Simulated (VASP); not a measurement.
# Se (relaxed from the lonsdaleite structure, space group P6_3/mmc): computed properties

These are r2SCAN meta-GGA, VASP's PBE PAW potentials (set 64) (plane waves; VASP 6.6.1) values and carry that method's errors.

```
Item                                                                                     Result
----------------------------------  -----------------------------------------------------------
space group                                                                      P6_3/mmc (194)
cell                                a = b = 4.3232 Å, c = 9.2962 Å, α = β = 90.00°, γ = 120.00°
volume per atom                                                                   37.62 Å³/atom
band gap (over mesh and band path)                     none (metal, semimetal or under 0.01 eV)
band gap with spin-orbit coupling                                               none (metallic)
density                                                                              3.49 g/cm³
```

```yaml
crystal:
  lattice:
    - [4.32315, 0.00000, 0.00000]
    - [-2.16158, 3.74396, 0.00000]
    - [0.00000, 0.00000, 9.29615]
  atoms:
    - { symbol: Se, position: [0.33333, 0.66667, 0.03290] }
    - { symbol: Se, position: [0.66667, 0.33333, 0.53290] }
    - { symbol: Se, position: [0.66667, 0.33333, 0.96710] }
    - { symbol: Se, position: [0.33333, 0.66667, 0.46710] }
```

The structure was generated: Se was put into the lonsdaleite type (P6_3/mmc), which need not be its known phase. It was relaxed first, which changed the volume by +72 %. Symmetry was kept, so distortions that lower it aren't found.
